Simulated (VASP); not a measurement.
Data:

```
Ca
1.0
    3.85820     0.00000     0.00000
   -1.92910     3.34130     0.00000
    0.00000     0.00000    24.11812
Ca
3
Cartesian
  0.00000   2.22753   8.90885
  0.00000   0.00000  12.05906
  1.92910   1.11376  15.20927
```

Level of theory: PBEsol GGA, VASP's PBE PAW potentials (set 64) (plane waves; VASP 6.6.1). Settings: PREC = Normal, EDIFF = 1E-5, 400 eV cut-off, 8×8×1 Γ-centred mesh, first-order Methfessel-Paxton smearing of 0.10 eV, potentials Ca_sv.

Question: The ions are relaxed. Give the cell that the relaxation ends in.

Answer: 
```
Ca
1.0
    3.85820     0.00000     0.00000
   -1.92910     3.34130     0.00000
    0.00000     0.00000    24.11812
Ca
3
Direct
  0.33333   0.66667   0.37365
  0.00000   0.00000   0.50000
  0.66667   0.33333   0.62635
```

Question: How much energy does the relaxation gain?

Answer: The energy (σ→0) changes by -3.3 meV/atom, in 5 ionic steps.

The cell is a thin slab with vacuum, built from Ca (fcc): (111) face.
